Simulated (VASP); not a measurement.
```xyz
3
Lattice="0.0000 3.3800 3.3800 3.3800 0.0000 3.3800 3.3800 3.3800 0.0000" Properties=species:S:1:pos:R:3 pbc="T T T"
Mg     1.6900     1.6900     1.6900
Mg     5.0700     5.0700     5.0700
Sn     0.0000     0.0000     0.0000
```

The base run (VASP): PBE GGA, plane waves, VASP's PBE PAW potentials (set 64). Settings: 400 eV cut-off, 6×6×6 Γ-centred mesh, Gaussian smearing of 0.050 eV, potentials Mg Sn_d.

One setting is varied; ΔE counts from the base run. The base run took about 9 core-seconds. The timings are rough (shared machines, no repeats); factors under 2 mean little.

Pressures at a finite cut-off, here 400 eV, hold a Pulay part, which wasn't tested here.

```json
[
 {"setting": "base run", "cost over the base run": "reference", "electronic steps": "12", "ΔE (meV/atom)": "0.0", "pressure (GPa)": "0.98"},
 {"setting": "SYMPREC = 1E-3", "cost over the base run": "within a factor of 2", "electronic steps": "12", "ΔE (meV/atom)": "0.0", "pressure (GPa)": "0.98"},
 {"setting": "ISYM = 1", "cost over the base run": "within a factor of 2", "electronic steps": "12", "ΔE (meV/atom)": "0.0", "pressure (GPa)": "0.98"},
 {"setting": "ISYM = 0", "cost over the base run": "about 5 times", "electronic steps": "12", "ΔE (meV/atom)": "0.0", "pressure (GPa)": "0.99"},
 {"setting": "ISYM = -1", "cost over the base run": "?", "electronic steps": "12", "ΔE (meV/atom)": "0.0", "pressure (GPa)": "0.99"}
]
```

Fill in the missing entries.

- ISYM = -1, cost over the base run: about 9 times

Left out are runs that failed, have no time on record or changed the cell.

The compound is Mg2Sn in the antifluorite structure. The cell was not relaxed at this level.
